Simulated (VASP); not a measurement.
Si, 2 atoms in the cell. Symmetry: Fd-3m, No. 227, cubic system. Conventional cell: a = 5.470 Å, b = 5.470 Å, c = 5.470 Å, α = 90.00°, β = 90.00°, γ = 90.00°. Around Si (site symmetry -43m) lie 4 Si at 2.37 Å. 

| Quantity | Value |
| --- | --- |
| Program | VASP 6.6.1 |
| Task | Born charges and dielectric tensor |
| Functional | PBE |
| Potentials or basis | VASP PAW PBE potentials, release 64 (Si) |
| Cutoff | 520 eV |
| k mesh | 6 × 6 × 6 |
| Occupations | gaussian, width 0.02 eV |
| Spin | no spin polarisation |
| Further INCAR settings | ALGO = Normal; EDIFF = 1e-08; IBRION = 8; NSW = 1 |

Potentials or basis: VASP PAW PBE potentials, release 64 (Si).

The run is started by

```bash
$ cat potpaw_PBE.64/Si/POTCAR > POTCAR
$ mpirun -np 1 vasp_std > vasp.out
```

Hardware: 1 thread of Intel(R) Xeon(R) Platinum 8259CL CPU @ 2.50GHz (Skylake/Cascade Lake), on a shared host.

Question: How long does it take, and how much memory?

Answer: It took 120 s on 1 thread of Intel(R) Xeon(R) Platinum 8259CL CPU @ 2.50GHz (Skylake/Cascade Lake), with other jobs on the host, peak memory 0.19 GiB. Counts: scf iterations 115, k points 16.
